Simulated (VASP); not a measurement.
# KZr (Pm-3m) in VASP: density of states with PBE

Aim: the density of states of KZr with PBE.

Everything below comes from runs of VASP 6.6.1. Logs are shortened: lines on timing, memory, paths and dates and some standing lists are left out, and cuts for length are marked.

## Step 1: Starting point

Symmetry: Pm-3m, No. 221, cubic system. The conventional cell has a = 4.422 Å, b = 4.422 Å, c = 4.422 Å, α = 90.00°, β = 90.00°, γ = 90.00°. Around Zr (site symmetry m-3m) lie 8 K at 3.83 Å. K (site symmetry m-3m) has 8 Zr at 3.83 Å as nearest neighbours.

The cell was built by a generator and needn't be a form met in nature.

## Step 2: Density of states, PBE

POSCAR reads:

```
KZr
1.0
    4.4223800000      0.0000000000      0.0000000000
    0.0000000000      4.4223800000      0.0000000000
    0.0000000000      0.0000000000      4.4223800000
Zr K
1 1
Direct
    0.5000000000      0.5000000000      0.5000000000
    0.0000000000      0.0000000000      0.0000000000
```

INCAR.step1 reads:

```
PREC = Accurate ; ENCUT = 520
EDIFF = 1E-6 ; ISMEAR = -1
SIGMA = 0.1 ; LREAL = False
LASPH = True ; NELM = 100
ALGO = Normal ; ISIF = 2
LWAVE = False ; LCHARG = True
LMAXMIX = 4 ; GGA = PE
NBANDS = 18
```

KPOINTS.step1 reads:

```
regular mesh
0
Gamma
  8 8 8
```

INCAR.step2 reads:

```
PREC = Accurate ; ENCUT = 520
EDIFF = 1E-6 ; ISMEAR = -5
SIGMA = 0.1 ; LREAL = False
LASPH = True ; NELM = 100
ALGO = Normal ; ISIF = 2
LWAVE = False ; LCHARG = False
LMAXMIX = 4 ; GGA = PE
LORBIT = 11 ; NBANDS = 18
NEDOS = 1001 ; ICHARG = 11
```

KPOINTS.step2 reads:

```
regular mesh
0
Gamma
  12 12 12
```

Potentials or basis: VASP PAW PBE potentials, release 64 (Zr_sv, K_sv).

Command:

```sh
> cat potpaw_PBE.64/Zr_sv/POTCAR potpaw_PBE.64/K_sv/POTCAR > POTCAR
> cp INCAR.step1 INCAR
> cp KPOINTS.step1 KPOINTS
> mpirun -np 1 vasp_std > vasp.out
> cp INCAR.step2 INCAR
> cp KPOINTS.step2 KPOINTS
> mpirun -np 1 vasp_std > vasp.out
```

OUTCAR:

```text
PREC = Accurate
   ENCUT = 520
   EDIFF = 1E-6
   ISMEAR = -5
   LREAL = False
   LASPH = True
   NELM = 100
   ISIF = 2
   GGA = PE
   LORBIT = 11
   ICHARG = 11

 ion  position               nearest neighbor table
   1  0.500  0.500  0.500-   2 3.83   2 3.83   2 3.83   2 3.83   2 3.83   2 3.83   2 3.83   2 3.83

   2  0.000  0.000  0.000-   1 3.83   1 3.83   1 3.83   1 3.83   1 3.83   1 3.83   1 3.83   1 3.83

  LATTYP: Found a simple cubic cell.
 ALAT       =     4.4223800000

  Lattice vectors:

 A1 = (   4.4223800000,   0.0000000000,   0.0000000000)
 A2 = (   0.0000000000,   4.4223800000,   0.0000000000)
 A3 = (   0.0000000000,   0.0000000000,   4.4223800000)

Analysis of symmetry for initial positions (statically):
=====================================================================
 Subroutine PRICEL returns:
 Original cell was already a primitive cell.

 Routine SETGRP: Setting up the symmetry group for a
 simple cubic supercell.

 Subroutine GETGRP returns: Found 48 space group operations
 (whereof 48 operations were pure point group operations)
 out of a pool of 48 trial point group operations.

The static configuration has the point symmetry O_h .

Analysis of symmetry for dynamics (positions and initial velocities):
=====================================================================
 Subroutine PRICEL returns:
 Original cell was already a primitive cell.

 Routine SETGRP: Setting up the symmetry group for a
 simple cubic supercell.

 Subroutine GETGRP returns: Found 48 space group operations
 (whereof 48 operations were pure point group operations)
 out of a pool of 48 trial point group operations.

The dynamic configuration has the point symmetry O_h .

 Subroutine INISYM returns: Found 48 space group operations
 (whereof 48 operations are pure point group operations),
 and found     1 'primitive' translations

----------------------------------------------------------------------------------------

                                     Primitive cell

  volume of cell :      86.4905

  direct lattice vectors                    reciprocal lattice vectors
     4.422380000  0.000000000  0.000000000     0.226122586  0.000000000  0.000000000
     0.000000000  4.422380000  0.000000000     0.000000000  0.226122586  0.000000000
     0.000000000  0.000000000  4.422380000     0.000000000  0.000000000  0.226122586

  length of vectors
     4.422380000  4.422380000  4.422380000     0.226122586  0.226122586  0.226122586

  position of ions in fractional coordinates (direct lattice)
     0.500000000  0.500000000  0.500000000
     0.000000000  0.000000000  0.000000000

  ion indices of the primitive-cell ions
   primitive index   ion index
                 1           1
                 2           2

----------------------------------------------------------------------------------------

 KPOINTS: regular mesh

Automatic generation of k-mesh.
 Grid dimensions read from file:
 generate k-points for:   12   12   12

 Generating k-lattice:

  Cartesian coordinates                     Fractional coordinates (reciprocal lattice)
     0.018843549  0.000000000  0.000000000     0.083333333  0.000000000  0.000000000
     0.000000000  0.018843549  0.000000000     0.000000000  0.083333333  0.000000000
     0.000000000  0.000000000  0.018843549     0.000000000  0.000000000  0.083333333

  Length of vectors
     0.018843549  0.018843549  0.018843549

  Shift w.r.t. Gamma in fractional coordinates (k-lattice)
     0.000000000  0.000000000  0.000000000

 TETIRR: Found    854 inequivalent tetrahedra from    10368

 Subroutine IBZKPT returns following result:
 ===========================================

 Found     84 irreducible k-points:

 Following reciprocal coordinates:
            Coordinates               Weight
  0.000000  0.000000  0.000000      1.000000
  0.083333  0.000000  0.000000      6.000000
  0.166667  0.000000  0.000000      6.000000
  0.250000  0.000000  0.000000      6.000000
  0.333333  0.000000  0.000000      6.000000
  0.416667  0.000000  0.000000      6.000000
[... 16 lines left out ...]
  0.333333  0.333333  0.000000     12.000000
  0.416667  0.333333  0.000000     24.000000
 [... further k-points ...]
   k-points           NKPTS =     84   k-points in BZ     NKDIM =     84   number of bands    NBANDS=     18
   number of dos      NEDOS =   1001   number of ions     NIONS =      2
   total plane-waves  NPLWV =  46656
   dimension x,y,z NGX =    36 NGY =   36 NGZ =   36
   dimension x,y,z NGXF=    72 NGYF=   72 NGZF=   72
   ions per type =               1   1
   NGX,Y,Z   is equivalent  to a cutoff of  13.53, 13.53, 13.53 a.u.
   NGXF,Y,Z  is equivalent  to a cutoff of  27.07, 27.07, 27.07 a.u.
 SYSTEM =  unknown system
   PREC   = accura    normal or accurate (medium, high low for compatibility)
   ISTART =      0    job   : 0-new  1-cont  2-samecut
   ICHARG =     11    charge: 1-file 2-atom 10-const
   ISPIN  =      1    spin polarized calculation?
   LNONCOLLINEAR =      F non collinear calculations
   LSORBIT =      F    spin-orbit coupling
   LASPH  =      T    aspherical Exc in radial PAW
   ENCUT  =  520.0 eV  38.22 Ry    6.18 a.u.   8.22  8.22  8.22*2*pi/ulx,y,z
   NELM   =    100;   NELMIN=  2; NELMDL=  0     # of ELM steps
   EDIFF  = 0.1E-05   stopping-criterion for ELM
   LREAL  =      F    real-space projection
   EDIFFG = 0.1E-04   stopping-criterion for IOM
   NSW    =      0    number of steps for IOM
   IBRION =     -1    ionic relax: 0-MD 1-quasi-New 2-CG
   NFREE  =      0    steps in history (QN), initial steepest desc. (CG)
   ISIF   =      2    stress and relaxation
   ISYM   =      2    0-nonsym 1-usesym 2-fastsym
   POTIM  = 0.5000    time-step for ionic-motion
   TEBEG  =    0.0;   TEEND  =   0.0 temperature during run
   PSTRESS=    0.0 pullay stress
   NELECT =      21.0000    total number of electrons
   NUPDOWN=      -1.0000    fix difference up-down
   EMIN   =  10.00;   EMAX   =-10.00  energy-range for DOS
   EFERMI =   0.00;   METHOD = LEGACY
   ISMEAR =    -5;   SIGMA  =   0.10  broadening in eV -4-tet -1-fermi 0-gaus
   EFERMI_NEDOS =   21; number of points for ismear=-14 and -15
   IALGO  =     38    algorithm
   IMIX   =      4    mixing-type and parameters
     AMIX     =   0.40;   BMIX     =  1.00
     AMIX_MAG =   1.60;   BMIX_MAG =  1.00
  volume/ion in A,a.u.               =      43.25       291.83
  Fermi-wavevector in a.u.,A,eV,Ry     =   1.021312  1.930000 14.191947  1.043079
  Thomas-Fermi vector in A             =   2.154930
   LORBIT       =     11    0 simple, 1 ext, 2 COOP (PROOUT), +10 PAW based schemes
   GGA     = PE    functional components
   LHFCALC =     F    Hartree Fock is set to
   AEXX    =    0.0000 exact exchange contribution
   IVDW    =     0    specifies the selected vdW correction
   LEPSILON=     F    determine dielectric tensor
   LRPA    =     F    only Hartree local field effects (RPA)
 non-spin polarized calculation
 Fermi weights with tetrahedron method with Bloechl corrections
  energy-cutoff  :      520.00
  volume of cell :       86.49
 maximum number of plane-waves:      2360
 NGX is ok and might be reduce to    36

 number of electron      21.0000001 magnetization

 Free energy of the ion-electron system (eV)
  ---------------------------------------------------
  ext. energy  EPLUGINS =         0.00000000
  ---------------------------------------------------
  free energy    TOTEN  =        -6.05638386 eV

  energy without entropy =       -6.05638386  energy(sigma->0) =       -6.05638386

 E-fermi :   2.0068     XC(G=0):  -7.8325

 val. band max:        2.0777706619   @ k =   0.3333   0.3333   0.3333
 cond. band min:       1.9943332736   @ k =   0.5000   0.3333   0.3333
 fundamental gap:     -0.0834373883
 Fermi energy:         2.0067775398

 k-point     1 :       0.0000    0.0000    0.0000
  band No.  band energies     occupation
      1     -48.1766      2.00000
      2     -28.4006      2.00000
      3     -26.1223      2.00000
      4     -26.1223      2.00000
      5     -26.1223      2.00000
      6     -11.8987      2.00000
[... 10 lines left out ...]
     17       7.0385      0.00000
     18       7.0935      0.00000

 k-point     2 :       0.0833    0.0000    0.0000
  band No.  band energies     occupation
      1     -48.1766      2.00000
      2     -28.4004      2.00000
      3     -26.1231      2.00000
      4     -26.1222      2.00000
      5     -26.1222      2.00000
      6     -11.9048      2.00000
[... 10 lines left out ...]
     17       6.9648      0.00000
     18       7.0195      0.00000

 k-point     3 :       0.1667    0.0000    0.0000
  band No.  band energies     occupation
      1     -48.1765      2.00000
      2     -28.3999      2.00000
      3     -26.1255      2.00000
      4     -26.1220      2.00000
      5     -26.1220      2.00000
      6     -11.9212      2.00000
[... 10 lines left out ...]
     17       6.8865      0.00000
     18       6.8867      0.00000

 k-point     4 :       0.2500    0.0000    0.0000
  band No.  band energies     occupation
      1     -48.1764      2.00000
      2     -28.3992      2.00000
      3     -26.1287      2.00000
      4     -26.1217      2.00000
      5     -26.1217      2.00000
      6     -11.9434      2.00000
[... 10 lines left out ...]
     17       6.7732      0.00000
     18       6.7732      0.00000

 k-point     5 :       0.3333    0.0000    0.0000
  band No.  band energies     occupation
      1     -48.1763      2.00000
      2     -28.3985      2.00000
      3     -26.1319      2.00000
      4     -26.1214      2.00000
      5     -26.1214      2.00000
      6     -11.9654      2.00000
[... 10 lines left out ...]
     17       6.6581      0.00000
     18       6.6581      0.00000

 k-point     6 :       0.4167    0.0000    0.0000
  band No.  band energies     occupation
      1     -48.1762      2.00000
      2     -28.3980      2.00000
      3     -26.1342      2.00000
      4     -26.1213      2.00000
      5     -26.1213      2.00000
      6     -11.9815      2.00000
[... 10 lines left out ...]
     17       6.5748      0.00000
     18       6.5748      0.00000

 k-point     7 :       0.5000    0.0000    0.0000
  band No.  band energies     occupation
      1     -48.1762      2.00000
      2     -28.3978      2.00000
      3     -26.1351      2.00000
      4     -26.1212      2.00000
      5     -26.1212      2.00000
      6     -11.9873      2.00000
[... 10 lines left out ...]
     17       6.5447      0.00000
     18       6.5447      0.00000

 k-point     8 :       0.0833    0.0833    0.0000
  band No.  band energies     occupation
      1     -48.1765      2.00000
      2     -28.4002      2.00000
      3     -26.1231      2.00000
      4     -26.1230      2.00000
      5     -26.1221      2.00000
      6     -11.9051      2.00000
[... 10 lines left out ...]
     17       6.9523      0.00000
     18       7.1651      0.00000
[... 229 lines left out ...]
     17       6.8678      0.00000
     18       7.1986      0.00000

 k-point    20 :       0.3333    0.2500    0.0000
  band No.  band energies     occupation
      1     -48.1760      2.00000
      2     -28.3967      2.00000
      3     -26.1318      2.00000
      4     -26.1282      2.00000
      5     -26.1209      2.00000
      6     -11.9584      2.00000
[... 10 lines left out ...]
     17       6.8078      0.00000
     18       7.3726      0.00000

 k-point    21 :       0.4167    0.2500    0.0000
  band No.  band energies     occupation
      1     -48.1760      2.00000
      2     -28.3960      2.00000
      3     -26.1342      2.00000
      4     -26.1282      2.00000
      5     -26.1207      2.00000
      6     -11.9731      2.00000
[... 10 lines left out ...]
     17       6.7059      0.00000
     18       7.4854      0.00000

 k-point    22 :       0.5000    0.2500    0.0000
  band No.  band energies     occupation
      1     -48.1759      2.00000
      2     -28.3958      2.00000
      3     -26.1351      2.00000
      4     -26.1281      2.00000
      5     -26.1207      2.00000
      6     -11.9785      2.00000
[... 10 lines left out ...]
     17       6.6568      0.00000
     18       7.5240      0.00000

 k-point    23 :       0.3333    0.3333    0.0000
  band No.  band energies     occupation
      1     -48.1759      2.00000
      2     -28.3957      2.00000
      3     -26.1319      2.00000
      4     -26.1315      2.00000
      5     -26.1207      2.00000
      6     -11.9567      2.00000
[... 10 lines left out ...]
     17       6.9156      0.00000
     18       7.7375      0.00000

 k-point    24 :       0.4167    0.3333    0.0000
  band No.  band energies     occupation
      1     -48.1759      2.00000
      2     -28.3951      2.00000
      3     -26.1342      2.00000
      4     -26.1316      2.00000
      5     -26.1205      2.00000
      6     -11.9689      2.00000
[... 10 lines left out ...]
     17       6.9105      0.00000
     18       8.0181      0.00000

 [... further k-points ...]

------------------------ aborting loop because EDIFF is reached ----------------------------------------

  FORCE on cell =-STRESS in cart. coord.  units (eV):
  Direction    XX          YY          ZZ          XY          YZ          ZX
  --------------------------------------------------------------------------------------
  -------------------------------------------------------------------------------------
  Total       -2.1933626     -2.1933626     -2.1933626     -0.0000000     -0.0000000      0.0000000
  in kB      -40.6305625    -40.6305625    -40.6305625     -0.0000000     -0.0000000      0.0000000
  external PRESSURE =     -40.6305625 kB  Pullay stress =       0.0000000 kB

 VOLUME and BASIS-vectors are now :
 -----------------------------------------------------------------------------
  energy-cutoff  :      520.00
  volume of cell :       86.49
      direct lattice vectors                 reciprocal lattice vectors
     4.422380000  0.000000000  0.000000000     0.226122586  0.000000000  0.000000000
     0.000000000  4.422380000  0.000000000     0.000000000  0.226122586  0.000000000
     0.000000000  0.000000000  4.422380000     0.000000000  0.000000000  0.226122586

 POSITION                                       TOTAL-FORCE (eV/Angst)
 -----------------------------------------------------------------------------------
      2.21119      2.21119      2.21119         0.000000      0.000000      0.000000
      0.00000      0.00000      0.00000         0.000000      0.000000      0.000000
 -----------------------------------------------------------------------------------
    total drift:                                0.000000      0.000000      0.000000

  FREE ENERGIE OF THE ION-ELECTRON SYSTEM (eV)
  ---------------------------------------------------
  free  energy   TOTEN  =        -6.0563838618 eV

  energy  without entropy=       -6.0563838618  energy(sigma->0) =       -6.05638386

 total charge

# of ion       s       p       d       tot
------------------------------------------
    1        2.212   5.896   1.458   9.566
    2        1.989   5.556   0.031   7.576
--------------------------------------------------
tot          4.200  11.452   1.489  17.142
```

Wall time 2 min (1 thread of Intel Xeon Platinum 8259CL at 2.50GHz (Skylake/Cascade Lake), shared host); peak memory 0.28 GiB.

Results:

```
Valence electrons inside the program's atomic spheres : Zr 9.57; K 7.58
```

States per cell in windows of 1 eV (zero at the Fermi level; states under -8 eV left out):
```tsv
from (eV)	total	Zr1_d	K2_d	Zr1_s	Zr1_p	K2_p	K2_s
-8.0	0.00	0.00	0.00	0.00	0.00	0.00	0.00
-7.0	0.00	0.00	0.00	0.00	0.00	0.00	0.00
-6.0	0.00	0.00	0.00	0.00	0.00	0.00	0.00
-5.0	0.00	0.00	0.00	0.00	0.00	0.00	0.00
-4.0	0.03	0.00	0.00	0.00	0.00	0.00	0.00
-3.0	0.45	0.00	0.00	0.05	0.00	0.01	0.01
-2.0	1.07	0.08	0.01	0.12	0.01	0.02	0.01
-1.0	3.53	1.41	0.03	0.04	0.03	0.03	0.03
0.0	6.70	3.81	0.05	0.03	0.04	0.05	0.00
1.0	1.43	0.73	0.02	0.03	0.02	0.01	0.00
2.0	1.41	0.48	0.04	0.05	0.04	0.02	0.01
3.0	1.23	0.23	0.09	0.04	0.05	0.02	0.01
4.0	2.61	0.25	0.39	0.06	0.08	0.03	0.01
5.0	1.69	0.24	0.31	0.02	0.04	0.02	0.01
6.0	0.16	0.02	0.04	0.00	0.01	0.00	0.00
7.0	0.00	0.00	0.00	0.00	0.00	0.00	0.00
```

Caveat: tetrahedron occupations give inexact forces and stress in metals.
